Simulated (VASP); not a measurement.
Here is the system:

```
CELL_PARAMETERS angstrom
     -2.44798     2.44798     2.44798
      2.44798    -2.44798     2.44798
      2.44798     2.44798    -2.44798
ATOMIC_POSITIONS crystal
  Ba 0.00000 0.00000 0.00000
```

Calculation: PBEsol GGA, VASP's PBE PAW potentials (set 64) (plane waves; VASP 6.6.1). Run with 480 eV cut-off, 10×10×10 Γ-centred mesh, first-order Methfessel-Paxton smearing of 0.10 eV, potentials Ba_sv.

Unless said otherwise, spin-orbit coupling is left out, though it shifts the bands of the heavy elements here.

Task: What does the run give for the energy per atom (σ→0), band gap (on the k-mesh) with the smallest direct gap where there is one?

Result: 
```yaml
band gap (on the k-mesh): none (metal, semimetal or under 0.01 eV)
energy per atom (σ→0): -2.147 eV/atom
```

Total energies compare only between runs with the same potentials, cut-off and functional.

The compound is Ba in the bcc structure. It was relaxed first, which changed the volume by -7 %. The start is the result of an earlier pass.
